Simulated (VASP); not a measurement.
Given:

```yaml
crystal:
  lattice:
    - [0.00000, 2.84918, 2.84918]
    - [2.84918, 0.00000, 2.84918]
    - [11.45017, 11.45017, -0.05344]
  atoms:
    - { symbol: Zn, position: [0.99910, 0.99910, 0.00068] }
    - { symbol: S, position: [0.26727, 0.26727, 0.04954] }
    - { symbol: S, position: [0.25401, 0.25401, 0.30949] }
    - { symbol: S, position: [0.24229, 0.24229, 0.56828] }
    - { symbol: S, position: [0.23182, 0.23182, 0.82614] }
    - { symbol: Cd, position: [0.01368, 0.01368, 0.23974] }
    - { symbol: Cd, position: [0.00167, 0.00167, 0.49874] }
    - { symbol: Cd, position: [0.99016, 0.99016, 0.75738] }
```

The numbers are results of PBEsol GGA, VASP's PBE PAW potentials (set 64) (plane waves; VASP 6.6.1), not measurements. Settings: 400 eV cut-off, 8×8×2 Γ-centred mesh, tetrahedra with Blöchl corrections, potentials Zn S Cd.

Question: Predict the energy per atom (σ→0), band gap (on the k-mesh) with the smallest direct gap where there is one.

Answer: 
The band gap (on the k-mesh) comes out as 1.11 eV and the smallest direct gap (on the k-mesh) is 1.11 eV. The energy per atom (σ→0) comes out as -3.479 eV/atom.

The structure was generated: Cd3ZnS4 was put into an ordered model structure (R3m), which need not be its known phase. It was relaxed first.
